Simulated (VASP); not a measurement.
# Lattice of Lithium across functionals and dispersion corrections, part 3 of 3

Aim: relax Lithium at several levels and hold each cell against experiment. LASPH is on for some levels and off for others; the table marks which. The start is a cell from a database of measured crystal structures.

VASP 6.6.1, plane waves and PAW; the level of theory is named at each step.

Still holding for the runs below: This run has no spin polarisation. Its electron count is odd, so without a moment it is a metal by construction. The k-mesh is coarse for a metal.

So far, final volume (Å³): step 2 (relaxation, level LDA) 19.0; step 5 (relaxation, level r2SCAN) 20.8; step 6 (relaxation, level PBE + D3(BJ), PBE with D3(BJ)) 18.4; step 7 (relaxation, level r2SCAN + rVV10, r2SCAN with rVV10) 20.8; step 8 (relaxation, level revPBE + D3(BJ), revPBE with D3(BJ)) 17.3.

## (9) Relaxation with AM05

This step: AM05; plane waves and PAW (Li_sv) (VASP 6.6.1).

AM05 is built from the electron gas and the surface model, and does well on lattice constants.

The input, INCAR:

```
SYSTEM = Li
PREC = Accurate
ENCUT = 700
EDIFF = 1E-06
NELM = 100
ISMEAR = -1
SIGMA = 0.05
LREAL = .FALSE.
ALGO = Normal
GGA = AM
NBANDS = 7
LORBIT = 11
LWAVE = .FALSE.
LCHARG = .FALSE.
KPAR = 2
IBRION = 2
NSW = 60
ISIF = 3
EDIFFG = -0.01
```

The input, POSCAR:

```
Li
1.0
   -1.7546500000      1.7546500000      1.7546500000
    1.7546500000     -1.7546500000      1.7546500000
    1.7546500000      1.7546500000     -1.7546500000
Li
1
Direct
    0.0000000000      0.0000000000      0.0000000000
```

The input, KPOINTS:

```
Automatic mesh
0
Gamma
8 8 8
0 0 0
```

The projector-augmented-wave data sets are Li_sv (PBE family, release 64).

The run is started by

```console
> mpirun -np 2 vasp_std
```

Output:

```text
[... set-up lines as in an earlier step ...]
 entering main loop
       N       E                     dE             d eps       ncg     rms          rms(c)
DAV:   1     0.295189860202E+00    0.29519E+00   -0.83929E+02   406   0.357E+02
DAV:   2    -0.186313616762E+01   -0.21583E+01   -0.21578E+01   560   0.438E+01
DAV:   3    -0.190669242665E+01   -0.43556E-01   -0.43538E-01   490   0.548E+00
DAV:   4    -0.190772961430E+01   -0.10372E-02   -0.10372E-02   539   0.688E-01
[...]
DAV:   8    -0.190279400604E+01   -0.73794E-05   -0.11303E-04   518   0.826E-02    0.212E-03
DAV:   9    -0.190279222006E+01    0.17860E-05   -0.16840E-06   539   0.134E-02    0.507E-04
DAV:  10    -0.190279158864E+01    0.63141E-06   -0.51933E-08   245   0.190E-03
   1 F= -.19027916E+01 E0= -.18989789E+01  d E =-.190279E+01
[...]
N       E                     dE             d eps       ncg     rms          rms(c)
DAV:   1    -0.190419458625E+01   -0.14024E-02   -0.12938E-02   455   0.823E-01    0.245E-01
[...]
DAV:   4    -0.190381218839E+01    0.12219E-05   -0.19973E-05   511   0.368E-02    0.290E-03
DAV:   5    -0.190381418025E+01   -0.19919E-05   -0.23641E-06   420   0.129E-02    0.132E-03
DAV:   6    -0.190381383465E+01    0.34560E-06   -0.12749E-07   224   0.443E-03
   2 F= -.19038138E+01 E0= -.18999857E+01  d E =-.102225E-02
[...]
trial-energy change:   -0.001022  1 .order   -0.001019   -0.001159   -0.000879
 step:   4.0000(harm=  4.1466)  dis= 0.00000  next Energy=    -1.905194 (dE=-0.240E-02)
[...]
N       E                     dE             d eps       ncg     rms          rms(c)
DAV:   1    -0.190841408590E+01   -0.45999E-02   -0.12005E-01   448   0.258E+00    0.735E-01
DAV:   2    -0.190670647128E+01    0.17076E-02   -0.86894E-03   441   0.863E-01    0.457E-01
DAV:   3    -0.190519301241E+01    0.15135E-02   -0.34864E-03   679   0.322E-01    0.758E-02
DAV:   4    -0.190515831049E+01    0.34702E-04   -0.12988E-04   574   0.106E-01    0.847E-03
DAV:   5    -0.190516378423E+01   -0.54737E-05   -0.19841E-05   497   0.367E-02    0.156E-03
DAV:   6    -0.190516411944E+01   -0.33521E-06   -0.54298E-07   308   0.787E-03
   3 F= -.19051641E+01 E0= -.19012845E+01  d E =-.237253E-02
[...]
reached required accuracy - stopping structural energy minimisation
```

It took 13 s on 2 MPI ranks of AMD EPYC 7R43, shared host; peak memory 0.22 GiB.

OUTCAR, selected parts (step 9):

```text
  Total        0.0004924      0.0004924      0.0004924     -0.0000000      0.0000000     -0.0000000
  in kB        0.0384634      0.0384634      0.0384634     -0.0000000      0.0000000     -0.0000000
  external PRESSURE =       0.0384634 kB  Pullay stress =       0.0000000 kB

 POSITION                                       TOTAL-FORCE (eV/Angst)
 -----------------------------------------------------------------------------------
      0.00000      0.00000     -0.00000         0.000000      0.000000     -0.000000
 -----------------------------------------------------------------------------------
    total drift:                                0.000000     -0.000000      0.000000

  FREE ENERGIE OF THE ION-ELECTRON SYSTEM (eV)
  ---------------------------------------------------
  free  energy   TOTEN  =        -1.9051641194 eV

  energy  without entropy=       -1.8974048390  energy(sigma->0) =       -1.90128448

[... 2 parts as in an earlier step ...]

[... 2 further parts left out ...]
[key lines of the parts left out:]
E-fermi :   0.6653
```

It ends at 20.51 Å³/atom, -5.1 % from the start, with 0.00 GPa left. The conventional cell has a = 3.449 Å.

## (10) The cells as a table

This step: relaxed cells at several levels; plane waves and PAW (VASP 6.6.1).

Derived from the runs above.

Lengths are those of the conventional cell; cost is the wall time of each run, as given at its step, times its ranks, without the set-up around it; LASPH differs between rows, which moves results and costs too. Results by level, by row:

```
          level  volume (Å³/atom)  change from the start (%)  a (Å)  cost (core minutes)  LASPH
            LDA             19.04                      -11.9  3.364                0.393    off
         PBEsol              20.1                         -7  3.425                0.387    off
            PBE             20.12                       -6.9  3.427                 0.36    off
         r2SCAN             20.84                       -3.5  3.467                 2.03     on
   PBE + D3(BJ)             18.36                        -15  3.324                0.487    off
 r2SCAN + rVV10             20.78                       -3.8  3.464                 4.27     on
revPBE + D3(BJ)             17.34                      -19.8  3.261                 0.62    off
           AM05             20.51                       -5.1  3.449                 0.42    off
```

## (11) Summary of results

```yaml
volume_lda: 19.04 Å³/atom
volume_pbesol: 20.10 Å³/atom
volume_pbe: 20.12 Å³/atom
volume_r2scan: 20.84 Å³/atom
volume_pbe_d3_bj: 18.36 Å³/atom
volume_r2scan_rvv10: 20.78 Å³/atom
volume_revpbe_d3_bj: 17.34 Å³/atom
volume_am05: 20.51 Å³/atom
```

For Lithium the levels give volumes between 17.34 Å³/atom (revPBE + D3(BJ)) and 20.84 Å³/atom (r2SCAN), a spread of 20.2 %, while the cost of the finished runs spans a factor of 12. Against the volume of the start, a cell from experiment, r2SCAN comes nearest (-3.5 %) and revPBE + D3(BJ) lies farthest (-19.8 %); thermal expansion is in that cell alone. The costs hold the number of ionic steps as well as the price of the functional. Adding D3(BJ) to PBE changes the volume by -8.8 % (a by -3.0 %). Adding rVV10 to r2SCAN changes the volume by -0.3 % (a by -0.1 %). Pairwise corrections of the D and TS kind ignore the screening in a metal, so they may overbind here. Within 0.02 Å all end in space group Im-3m; the runs can't lower the symmetry of the start. The k-sampling is coarse for a metal, so the Fermi level, pressures and the shape of the cell carry errors. LASPH is on for some levels and off for others, so differences between them are not the functional's alone. Each is a single relaxation on the plane waves of the start cell, so larger changes of volume carry a basis-set error that was not tested here. Zero-point and thermal expansion are not included.

[Lines on the potential files, build, host, timing and source positions are cut from VASP's logs without a mark.]

[Logs are printed without paths, hosts, clocks, repeated set-up lines and the standing remarks that a program may print on its own settings, such as how far it seeks lower states.]

[Hosts, paths, dates, database ids (printed as entryN), source tags and the programs' standing remarks are cut or masked in the printed files.]

[A measured line is paired with the nearest computed mode of its activity, which favours agreement.]
